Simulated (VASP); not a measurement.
The system is Al3BiO3.

```
Al Bi O
1.0
     9.26841    0.00000    0.00000
     0.00000    3.08455    0.00000
    -3.44912    0.00000    8.69199
Al Bi O
6 2 6
Cartesian
  5.1427 2.3134 5.8627
  5.0732 0.7711 3.0477
  7.4429 2.3134 1.4740
  0.6765 0.7711 2.8293
  -1.6236 0.7711 7.2179
  0.7461 2.3134 5.6443
  2.8492 0.7711 1.1817
  2.9700 2.3134 7.5103
  5.2448 0.7711 4.8796
  6.0082 2.3134 2.6035
  8.3490 0.7711 1.9303
  0.5745 2.3134 3.8124
  -2.5297 2.3134 6.7617
  -0.1890 0.7711 6.0885
```

The cell was built by a generator and needn't be a form met in nature.

| Item | Value |
| --- | --- |
| Program | VASP 6.6.1 |
| Task | relaxation of cell and atoms |
| Functional | PBE |
| Potentials or basis | VASP PAW PBE potentials, release 64 (Al, Bi_d, O) |
| Cutoff | 520 eV |
| k mesh | 4 × 10 × 4 |
| Occupations | gaussian, width 0.1 eV |
| Spin | no spin polarisation |

At the start: pressure 0.2 GPa; volume 17.75 Å³/atom.

**Question.** Where does the relaxation end?

**Answer.** Over 39 steps the energy falls by 4.7 meV/atom; space group P2_1/m (No. 11, to 0.05 Å).

The path:
```csv
step,energy change (eV),largest force (eV/Å),pressure (GPa),volume (Å³)
1,0.0000,0.2856,0.21,248.49
2,-0.0439,0.2285,0.40,249.30
3,-0.0439,0.2362,0.40,249.31
4,-0.0571,0.0694,-0.35,251.19
5,-0.0571,0.0651,-0.32,251.10
6,-0.0596,0.0566,0.04,250.13
7,-0.0597,0.0606,0.05,250.09
8,-0.0610,0.0576,0.03,249.97
9,-0.0617,0.0775,-0.02,249.77
10,-0.0624,0.0595,-0.02,249.63
11,-0.0627,0.0456,-0.04,249.49
12,-0.0631,0.0288,0.02,249.35
13,-0.0633,0.0435,0.08,249.19
14,-0.0636,0.0240,0.01,249.32
15,-0.0637,0.0270,-0.05,249.42
16,-0.0639,0.0206,-0.04,249.29
17,-0.0639,0.0313,-0.01,249.16
18,-0.0640,0.0229,0.01,249.03
19,-0.0641,0.0154,0.06,248.83
20,-0.0642,0.0187,0.00,248.90
21,-0.0642,0.0212,-0.03,248.95
22,-0.0644,0.0229,-0.01,248.88
23,-0.0644,0.0309,0.01,248.84
24,-0.0646,0.0196,0.00,248.81
25,-0.0647,0.0202,0.00,248.78
26,-0.0647,0.0411,-0.02,248.72
27,-0.0648,0.0345,-0.02,248.67
28,-0.0650,0.0345,-0.01,248.53
29,-0.0648,0.0607,0.01,248.25
30,-0.0650,0.0405,-0.01,248.46
31,-0.0652,0.0273,0.01,248.39
32,-0.0654,0.0234,0.05,248.19
33,-0.0656,0.0198,0.00,248.29
34,-0.0656,0.0206,-0.02,248.33
35,-0.0658,0.0082,-0.02,248.34
36,-0.0659,0.0157,0.00,248.36
37,-0.0660,0.0135,0.01,248.35
38,-0.0660,0.0142,0.02,248.34
39,-0.0660,0.0082,-0.01,248.41
```

Final structure:
```
Al Bi O
1.0
     9.26060    0.00000    0.13624
     0.00000    3.04931    0.00000
    -3.31882    0.00000    8.74801
Al Bi O
6 2 6
Direct
  0.80791 0.75000 0.67799
  0.67540 0.25000 0.35729
  0.86651 0.75000 0.17167
  0.19209 0.25000 0.32201
  0.13349 0.25000 0.82833
  0.32460 0.75000 0.64271
  0.35849 0.25000 0.12950
  0.64151 0.75000 0.87050
  0.77716 0.25000 0.56540
  0.75889 0.75000 0.30228
  0.98457 0.25000 0.22220
  0.22284 0.75000 0.43460
  0.01543 0.75000 0.77780
  0.24111 0.25000 0.69772
```
